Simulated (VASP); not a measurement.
Input:

```
CELL_PARAMETERS angstrom
      0.00000     2.06748     2.06748
      2.06748     0.00000     2.06748
      2.06748     2.06748     0.00000
ATOMIC_POSITIONS crystal
  Ti 0.00000 0.00000 0.00000
  N  0.50000 0.50000 0.50000
```

Level of theory: LDA (Ceperley-Alder, Perdew-Zunger), VASP's LDA PAW potentials (set 64) (plane waves; VASP 6.6.1). Run with 620 eV cut-off, 15×15×15 Γ-centred mesh, first-order Methfessel-Paxton smearing of 0.10 eV, potentials Ti_sv N.

Energy and stress use the plane-wave basis of the starting cell.

Question: The ions, cell shape and volume at an external pressure of 20.0 GPa are relaxed. Give the cell that the relaxation ends in.

Answer: 
```
CELL_PARAMETERS angstrom
      0.00000     2.04965     2.04965
      2.04965     0.00000     2.04965
      2.04965     2.04965     0.00000
ATOMIC_POSITIONS crystal
  Ti 0.00000 0.00000 0.00000
  N  0.50000 0.50000 0.50000
```
Space group Fm-3m (225), at a tolerance of 0.03 Å.

Question: How do energy and volume change from the first to the last step?

Answer: The energy (σ→0) changes by +20.9 meV/atom and the volume by -2.6 %, in 3 ionic steps.

The compound is TiN in the rock salt structure. This run relaxes it under an external pressure of 20 GPa. Symmetry was kept, so distortions that lower it aren't found. The electron count is odd and the run is not spin-polarised, which forces a metal.
